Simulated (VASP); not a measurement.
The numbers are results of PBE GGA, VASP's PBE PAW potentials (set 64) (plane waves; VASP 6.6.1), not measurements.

A VASP calculation is set up with these files.

**POSCAR**
```
Tm
1
    1.7700000000    -3.0657300000     0.0000000000
    1.7700000000     3.0657300000     0.0000000000
    0.0000000000     0.0000000000     5.5500000000
Tm
2
Direct
  0.3333330000   0.6666670000   0.2500000000
  0.6666670000   0.3333330000   0.7500000000
```

INCAR:
```
SYSTEM = Tm
PREC = Accurate; ENCUT = 400; LREAL = F
LASPH = T; NELECT = 18.5
EDIFF = 1E-6; NELM = 100; ALGO = Normal
LMAXMIX = 6
ISMEAR = 0; SIGMA = 0.05
GGA = PE
ISIF = 2
LWAVE = F; LCHARG = F
```

KPOINTS:
```
Automatic mesh
0
G
 11 11 6
0 0 0
```

POTCAR, in this order: Tm_3 (PBE.64 set). Program: vasp_std.

What VASP printed:

File OUTCAR:
```
 ion  position               nearest neighbor table
   1  0.333  0.667  0.250-   2 3.45   2 3.45   2 3.45   2 3.45   2 3.45   2 3.45
   2  0.667  0.333  0.750-   1 3.45   1 3.45   1 3.45   1 3.45   1 3.45   1 3.45
  LATTYP: Found a hexagonal cell.
 ALAT       =     3.5400000611
 C/A-ratio  =     1.5677965831
 Subroutine PRICEL returns:
 Original cell was already a primitive cell.
 Subroutine GETGRP returns: Found 24 space group operations
The static configuration has the point symmetry D_3d.
 The point group associated with its full space group is D_6h.
The dynamic configuration has the point symmetry D_3d.
 Subroutine INISYM returns: Found 24 space group operations
 Subroutine IBZKPT returns following result:
 Found     64 irreducible k-points:

 Following reciprocal coordinates:
            Coordinates               Weight
  0.000000  0.000000  0.000000      1.000000
  0.090909  0.000000  0.000000      6.000000
  0.181818  0.000000  0.000000      6.000000
  0.272727  0.000000  0.000000      6.000000
  0.363636  0.000000  0.000000      6.000000
  0.454545  0.000000  0.000000      6.000000
  0.090909  0.090909  0.000000      6.000000
  0.181818  0.090909  0.000000     12.000000
  0.272727  0.090909  0.000000     12.000000
  0.363636  0.090909  0.000000     12.000000
  0.454545  0.090909  0.000000      6.000000
  0.181818  0.181818  0.000000      6.000000
  0.272727  0.181818  0.000000     12.000000
  0.363636  0.181818  0.000000     12.000000
  0.272727  0.272727  0.000000      6.000000
  0.363636  0.272727  0.000000      6.000000
  0.000000  0.000000  0.166667      2.000000
  0.090909  0.000000  0.166667     12.000000
  0.181818  0.000000  0.166667     12.000000
  0.272727  0.000000  0.166667     12.000000
  0.363636  0.000000  0.166667     12.000000
  0.454545  0.000000  0.166667     12.000000
  0.090909  0.090909  0.166667     12.000000
  0.181818  0.090909  0.166667     24.000000
  0.272727  0.090909  0.166667     24.000000
  0.363636  0.090909  0.166667     24.000000
  0.454545  0.090909  0.166667     12.000000
  0.181818  0.181818  0.166667     12.000000
  0.272727  0.181818  0.166667     24.000000
  0.363636  0.181818  0.166667     24.000000
  0.272727  0.272727  0.166667     12.000000
  0.363636  0.272727  0.166667     12.000000
  0.000000  0.000000  0.333333      2.000000
  0.090909  0.000000  0.333333     12.000000
  0.181818  0.000000  0.333333     12.000000
  0.272727  0.000000  0.333333     12.000000
  0.363636  0.000000  0.333333     12.000000
  0.454545  0.000000  0.333333     12.000000
  0.090909  0.090909  0.333333     12.000000
  0.181818  0.090909  0.333333     24.000000
   k-points           NKPTS =     64   k-points in BZ     NKDIM =     64   number of bands    NBANDS=     13
   number of dos      NEDOS =    301   number of ions     NIONS =      2
   total plane-waves  NPLWV =  20736
   dimension x,y,z NGX =    24 NGY =   24 NGZ =   36
   dimension x,y,z NGXF=    48 NGYF=   48 NGZF=   72
   ions per type =               2
   PREC   = accura    normal or accurate (medium, high low for compatibility)
   ISTART =      0    job   : 0-new  1-cont  2-samecut
   ICHARG =      2    charge: 1-file 2-atom 10-const
   ISPIN  =      1    spin polarized calculation?
   LNONCOLLINEAR =      F non collinear calculations
   LSORBIT =      F    spin-orbit coupling
   INIWAV =      1    electr: 0-lowe 1-rand  2-diag
   ENCUT  =  400.0 eV  29.40 Ry    5.42 a.u.   5.77  5.77  9.05*2*pi/ulx,y,z
   NELM   =    100;   NELMIN=  2; NELMDL= -5     # of ELM steps
   EDIFF  = 0.1E-05   stopping-criterion for ELM
   LREAL  =      F    real-space projection
...
```

File OSZICAR:
```
       N       E                     dE             d eps       ncg     rms          rms(c)
DAV:   1     0.597319607505E+02    0.59732E+02   -0.76802E+03  1688   0.111E+03
DAV:   2    -0.312377391639E+01   -0.62856E+02   -0.61955E+02  1752   0.356E+02
DAV:   3    -0.728089315529E+01   -0.41571E+01   -0.39317E+01  2695   0.588E+01
DAV:   4    -0.738368769068E+01   -0.10279E+00   -0.10112E+00  2620   0.765E+00
DAV:   5    -0.738526163806E+01   -0.15739E-02   -0.15728E-02  2407   0.868E-01    0.271E+01
DAV:   6    -0.747744977633E+01   -0.92188E-01   -0.95030E-03  2518   0.126E+00    0.162E+01
DAV:   7    -0.749941718592E+01   -0.21967E-01   -0.67765E-02  2510   0.308E+00    0.445E-01
DAV:   8    -0.749919207159E+01    0.22511E-03   -0.23128E-03  2210   0.454E-01    0.256E-01
DAV:   9    -0.749906077067E+01    0.13130E-03   -0.13292E-03  2407   0.353E-01    0.718E-02
DAV:  10    -0.749905325857E+01    0.75121E-05   -0.70785E-05  2167   0.821E-02    0.129E-02
DAV:  11    -0.749904680454E+01    0.64540E-05   -0.15342E-05  2403   0.436E-02    0.118E-02
DAV:  12    -0.749904711306E+01   -0.30853E-06   -0.85510E-07  1079   0.945E-03
   1 F= -.74990471E+01 E0= -.74956775E+01  d E =-.673932E-02
```

**OUTCAR**
```
------------------------ aborting loop because EDIFF is reached ----------------------------------------
  FORCE on cell =-STRESS in cart. coord.  units (eV):
  Direction    XX          YY          ZZ          XY          YZ          ZX
  --------------------------------------------------------------------------------------
  Total        2.7514771      2.7514773      2.1290807      0.0000000      0.0000000      0.0000000
  in kB       73.1890889     73.1890923     56.6333892      0.0000000      0.0000000      0.0000000
  external PRESSURE =      67.6705235 kB  Pullay stress =       0.0000000 kB
  volume of cell :       60.23
      direct lattice vectors                 reciprocal lattice vectors
     1.770000000 -3.065730000  0.000000000     0.282485876 -0.163093293  0.000000000
     1.770000000  3.065730000  0.000000000     0.282485876  0.163093293  0.000000000
     0.000000000  0.000000000  5.550000000     0.000000000  0.000000000  0.180180180
 POSITION                                       TOTAL-FORCE (eV/Angst)
 -----------------------------------------------------------------------------------
      1.77000      1.02191      1.38750        -0.000000     -0.000000      0.000000
      1.77000     -1.02191      4.16250         0.000000      0.000000      0.000000
 -----------------------------------------------------------------------------------
    total drift:                               -0.000001      0.000068     -0.000012
  FREE ENERGIE OF THE ION-ELECTRON SYSTEM (eV)
  ---------------------------------------------------
  free  energy   TOTEN  =        -7.4990471131 eV

  energy  without entropy=       -7.4923077963  energy(sigma->0) =       -7.49567745
```
(Selected blocks of OUTCAR.)

### OUTCAR
```
 val. band max:        2.9088689802   @ k =   0.2727   0.0909   0.1667

 cond. band min:       2.9173977969   @ k =   0.3636   0.0000   0.5000


 Fermi energy:         2.9091317424

 k-point     1 :       0.0000    0.0000    0.0000
  band No.  band energies     occupation
      1     -22.7975      2.00000
      2     -22.3006      2.00000
      3     -22.3006      2.00000
      4     -22.2069      2.00000
      5     -22.2069      2.00000
      6     -22.1804      2.00000
      7      -2.9365      2.00000
      8       0.4506      2.00000
      9       3.6206      0.00000
     10       4.8277      0.00000
     11       4.8277      0.00000
     12       5.2050      0.00000
     13       5.5583      0.00000

 k-point     2 :       0.0909    0.0000    0.0000
  band No.  band energies     occupation
      1     -22.7824      2.00000
      2     -22.3309      2.00000
      3     -22.3110      2.00000
      4     -22.2390      2.00000
      5     -22.2108      2.00000
      6     -22.1876      2.00000
      7      -2.7391      2.00000
      8       0.6477      2.00000
      9       3.4460      0.00000
     10       4.3469      0.00000
     11       5.0156      0.00000
     12       5.2953      0.00000
     13       5.5600      0.00000

 k-point     3 :       0.1818    0.0000    0.0000
  band No.  band energies     occupation
      1     -22.7398      2.00000
      2     -22.4124      2.00000
      3     -22.3379      2.00000
      4     -22.3227      2.00000
      5     -22.2224      2.00000
      6     -22.2093      2.00000
      7      -2.1757      2.00000
      8       1.1711      2.00000
      9       3.0162      0.00246
     10       3.6436      0.00000
     11       4.7562      0.00000
     12       5.2930      0.00000
     13       5.4573      0.00000

 k-point     4 :       0.2727    0.0000    0.0000
  band No.  band energies     occupation
      1     -22.6766      2.00000
      2     -22.5197      2.00000
      3     -22.4275      2.00000
...
```

The 4f electrons are frozen in the core of the lanthanide potential, so 4f levels, which can set the real gap, and their magnetism are missing. The cell is charged, with a uniform compensating background.

The compound is Tm in the hcp structure. The cell was not relaxed at this level. The run is one of a series of settings (ISMEAR = 0, NELECT = 18.5, SIGMA = 0.05 against the base run), some of them coarse on purpose.
